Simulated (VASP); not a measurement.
```yaml
crystal:
  lattice:
    - [0.00000, 2.93418, 2.93418]
    - [2.93418, 0.00000, 2.93418]
    - [2.93418, 2.93418, 0.00000]
  atoms:
    - { symbol: Ca, position: [0.00000, 0.00000, 0.00000] }
    - { symbol: Se, position: [0.25000, 0.25000, 0.25000] }
```

The numbers are results of PBEsol GGA, VASP's PBE PAW potentials (set 64) (plane waves; VASP), not measurements. Run with 500 eV cut-off, 8×8×8 Γ-centred mesh, Gaussian smearing of 0.050 eV, potentials Ca_sv Se.

Task: Predict the energy per atom (σ→0), pressure, band gap (on the k-mesh) with the smallest direct gap where there is one.

Result: 
- band gap (on the k-mesh): 3.17 eV
- smallest direct gap (on the k-mesh): 3.17 eV
- energy per atom (σ→0): -4.267 eV/atom
- pressure: 19.94 GPa

Total energies compare only between runs with the same potentials, cut-off and functional.

The structure was generated: CaSe was put into the zinc blende type (F-43m), which need not be its known phase. It was relaxed first under an external pressure of 20 GPa.
